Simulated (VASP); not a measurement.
The cell holds one Na (bcc) (211) slab, with vacuum along c, ions free to move until forces fall under 0.03 eV/Å, no reconstruction beyond this cell, dipole correction on.

```yaml
crystal:
  lattice:
    - [3.60749, 0.00000, 0.00000]
    - [0.00000, 5.89101, 0.00000]
    - [0.00000, 0.00000, 24.87102]
  atoms:
    - { symbol: Na, position: [0.61971, 0.75000, 0.33858] }
    - { symbol: Na, position: [0.05806, 0.25000, 0.39553] }
    - { symbol: Na, position: [0.31371, 0.75000, 0.47007] }
    - { symbol: Na, position: [0.68629, 0.25000, 0.52993] }
    - { symbol: Na, position: [0.94194, 0.75000, 0.60447] }
    - { symbol: Na, position: [0.38029, 0.25000, 0.66142] }
```

Level of theory: PBEsol GGA, VASP's PBE PAW potentials (set 64) (plane waves; VASP). Settings: 400 eV cut-off, 8×5×1 Γ-centred mesh, first-order Methfessel-Paxton smearing of 0.10 eV, potentials Na_pv.

Slab and bulk use different k-meshes, so the surface energy is good to a few per cent at best.

**Question.** Predict its surface energy, work function, band gap (on the k-mesh).

**Answer.** 
- surface energy = 0.25 J/m²
- work function = 2.75 eV
- band gap (on the k-mesh) = none (metal, semimetal or under 0.01 eV)

The cell is a thin slab with vacuum, built from Na (bcc): (211) face.
